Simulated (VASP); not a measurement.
## InGaO2: relaxation of cell and atoms with PBE

InGaO2:

```
In Ga O
1.0
     3.31370    0.00000    0.00000
     0.00000    3.31370    0.00000
     0.00000    0.00000    6.31112
In Ga O
1 1 2
Direct
  0.00000 0.00000 0.38523
  0.00000 0.00000 0.84748
  0.50000 0.50000 0.03407
  0.50000 0.50000 0.26478
```

The cell was built by a generator and needn't be a form met in nature.

```yaml
Program: VASP 6.6.1
Task: relaxation of cell and atoms
Functional: PBE
Potentials_or_basis: VASP PAW PBE potentials, release 64 (In_d, Ga_d, O)
Cutoff: 520 eV
k_mesh: 5 × 5 × 3
Occupations: gaussian, width 0.15 eV
Spin: no spin polarisation
Further_INCAR_settings: PREC = Normal; ALGO = Fast; EDIFF = 0.0001; IBRION = 2; EDIFFG = -0.08; NSW = 24; ISIF = 3
```

```json
{
 "Relaxed volume": "16.48 Å³/atom",
 "Relaxed cell": "a = 3.468 Å, b = 3.468 Å, c = 5.482 Å, α = 90.00°, β = 90.00°, γ = 90.00°",
 "Space group after relaxing (to 0.05 Å)": "P4mm (No. 99)",
 "Energy gained by relaxing": "149.1 meV/atom",
 "Ionic steps": "23",
 "Pressure after relaxing": "0.1 GPa",
 "Largest force after relaxing": "0.077 eV/Å",
 "Band gap on the k mesh": "none (metal or under the smearing width)"
}
```

Forces in eV/Å, atoms in the order of the input:
```
In   0.000  0.000 -0.012
Ga   0.000  0.000 -0.001
O    0.000  0.000 -0.064
O    0.000  0.000  0.077
```

Stress tensor (GPa, compression positive):
```
-0.02  0.00  0.00
 0.00 -0.02  0.00
 0.00  0.00  0.34
```

Step by step:
| step | energy change (eV) | largest force (eV/Å) | pressure (GPa) | volume (Å³) |
| --- | --- | --- | --- | --- |
| 1 | 0.0000 | 1.3871 | 1.85 | 69.30 |
| 2 | -0.1178 | 1.0293 | -1.08 | 71.33 |
| 3 | -0.1380 | 0.9112 | -2.66 | 72.53 |
| 4 | -0.2403 | 0.7149 | -1.55 | 71.11 |
| 5 | -0.3160 | 0.6206 | -0.37 | 69.42 |
| 6 | -0.3225 | 0.5336 | 3.21 | 66.12 |
| 7 | -0.3463 | 0.5163 | 1.05 | 67.79 |
| 8 | -0.4572 | 0.2985 | 1.08 | 68.07 |
| 9 | -0.4653 | 0.6652 | 1.26 | 68.11 |
| 10 | -0.5276 | 0.2907 | -2.03 | 70.02 |
| 11 | -0.5288 | 0.2803 | -2.19 | 70.17 |
| 12 | -0.5621 | 0.5974 | -0.75 | 68.00 |
| 13 | -0.5621 | 0.5948 | -1.23 | 68.11 |
| 14 | -0.5778 | 0.5855 | -0.14 | 65.21 |
| 15 | -0.5824 | 0.3380 | -0.65 | 66.23 |
| 16 | -0.5824 | 0.3739 | -0.11 | 66.03 |
| 17 | -0.5825 | 0.3267 | -0.70 | 66.15 |
| 18 | -0.5825 | 0.3547 | -0.14 | 66.09 |
| 19 | -0.5891 | 0.1382 | 0.34 | 65.37 |
| 20 | -0.5892 | 0.1580 | 0.74 | 65.32 |
| 21 | -0.5932 | 0.1849 | -0.02 | 65.75 |
| 22 | -0.5933 | 0.1938 | -0.09 | 65.77 |
| 23 | -0.5963 | 0.0774 | 0.10 | 65.92 |

Final structure:
```
In Ga O
1.0
     3.46782    0.00000    0.00000
     0.00000    3.46782    0.00000
     0.00000    0.00000    5.48194
In Ga O
1 1 2
Direct
  0.00000 0.00000 0.38988
  0.00000 0.00000 0.90314
  0.50000 0.50000 0.98410
  0.50000 0.50000 0.25444
```

Levels at points of the mesh, in eV from the Fermi level:
| k point | band 16 | band 17 | band 18 | band 19 | band 20 | band 21 | band 22 | band 23 |
| --- | --- | --- | --- | --- | --- | --- | --- | --- |
| (0.00, 0.00, 0.00) | -4.93 | -1.91 | -1.91 | -1.84 | -1.51 | 3.64 | 6.01 | 6.01 |

Wall time 2.1 min on 1 thread of Intel(R) Xeon(R) Platinum 8488C (Sapphire Rapids) (shared host), peak memory 0.15 GiB.

Caveat: the k mesh is coarse (spacing up to 0.38 Å⁻¹), so the values aren't converged; the relaxation stopped at a loose force limit of 0.08 eV/Å, so its end isn't a converged minimum.
